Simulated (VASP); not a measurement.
Method: PBEsol GGA, VASP's PBE PAW potentials (set 64) (plane waves; VASP).

VASP ran on this input.

File KPOINTS:
```
Automatic
0
Gamma
  7 7 8
0 0 0
```

File POSCAR:
```
MoSi2
1
   -1.5729000000     1.5729000000     3.8465000000
    1.5729000000    -1.5729000000     3.8465000000
    1.5729000000     1.5729000000    -3.8465000000
Si Mo
2 1
Direct
  0.6650000000   0.6650000000   0.0000000000
  0.3350000000   0.3350000000   0.0000000000
  0.0000000000   0.0000000000   0.0000000000
```

**INCAR**
```
SYSTEM = MoSi2
PREC = Accurate
ENCUT = 300
EDIFF = 1E-6
NELM = 100
ALGO = Normal
LREAL = .FALSE.
LASPH = .TRUE.
ISMEAR = 0
SIGMA = 0.1
GGA = PS
LMAXMIX = 4
LWAVE = .FALSE.
LCHARG = .FALSE.
ISIF = 2
```

POTCAR, in this order: Si Mo_sv (PBE.64 set). Program: vasp_std.

Output

### OSZICAR
```
       N       E                     dE             d eps       ncg     rms          rms(c)
DAV:   1     0.678756073481E+02    0.67876E+02   -0.86267E+03  3792   0.919E+02
DAV:   2    -0.245465626939E+02   -0.92422E+02   -0.91160E+02  4460   0.254E+02
DAV:   3    -0.259188038497E+02   -0.13722E+01   -0.13681E+01  4390   0.289E+01
DAV:   4    -0.259245332149E+02   -0.57294E-02   -0.57279E-02  4306   0.206E+00
DAV:   5    -0.259245731985E+02   -0.39984E-04   -0.39985E-04  4390   0.149E-01    0.251E+01
DAV:   6    -0.251556734603E+02    0.76890E+00   -0.63108E+00  4103   0.179E+01    0.607E+00
DAV:   7    -0.250419089963E+02    0.11376E+00   -0.81925E-01  3970   0.594E+00    0.516E+00
DAV:   8    -0.250046858446E+02    0.37223E-01   -0.10251E-01  4215   0.261E+00    0.438E-01
DAV:   9    -0.250038454564E+02    0.84039E-03   -0.18166E-03  4278   0.356E-01    0.223E-01
DAV:  10    -0.250037518344E+02    0.93622E-04   -0.46852E-04  4075   0.205E-01    0.560E-02
DAV:  11    -0.250037430138E+02    0.88206E-05   -0.11454E-04  4278   0.856E-02    0.233E-02
DAV:  12    -0.250037417174E+02    0.12964E-05   -0.15110E-05  4012   0.281E-02    0.553E-03
DAV:  13    -0.250037412680E+02    0.44944E-06   -0.67698E-07  2027   0.809E-03
   1 F= -.25003741E+02 E0= -.25003168E+02  d E =-.114742E-02
```

**OUTCAR**
```
------------------------ aborting loop because EDIFF is reached ----------------------------------------
  FORCE on cell =-STRESS in cart. coord.  units (eV):
  Direction    XX          YY          ZZ          XY          YZ          ZX
  --------------------------------------------------------------------------------------
  Total        2.4412373      2.4412373      3.0201871      0.0000000      0.0000000      0.0000000
  in kB      102.7525551    102.7525551    127.1207595      0.0000000      0.0000000      0.0000000
  external PRESSURE =     110.8752899 kB  Pullay stress =       0.0000000 kB
  volume of cell :       38.07
      direct lattice vectors                 reciprocal lattice vectors
    -1.572900000  1.572900000  3.846500000     0.000000000  0.317884163  0.129988301
     1.572900000 -1.572900000  3.846500000     0.317884163  0.000000000  0.129988301
     1.572900000  1.572900000 -3.846500000     0.317884163  0.317884163  0.000000000
 POSITION                                       TOTAL-FORCE (eV/Angst)
 -----------------------------------------------------------------------------------
      0.00000      0.00000      5.11584        -0.000000     -0.000000      0.080747
      0.00000      0.00000      2.57716         0.000000      0.000000     -0.080747
      0.00000      0.00000      0.00000         0.000000      0.000000     -0.000000
 -----------------------------------------------------------------------------------
    total drift:                                0.000000      0.000000     -0.000000
  FREE ENERGIE OF THE ION-ELECTRON SYSTEM (eV)
  ---------------------------------------------------
  free  energy   TOTEN  =       -25.0037412680 eV

  energy  without entropy=      -25.0025938490  energy(sigma->0) =      -25.00316756
```
(Selected blocks of OUTCAR.)

At this cut-off the stress carries a Pulay error, which pulls relaxed volumes low.

The structure is a typed MoSi2 crystal. The cell was not relaxed at this level, and its volume differs by -5.9 % from the start's. The k-mesh is coarse (spacing up to 0.35 per Å, 2π included), so the numbers may not be converged in it.
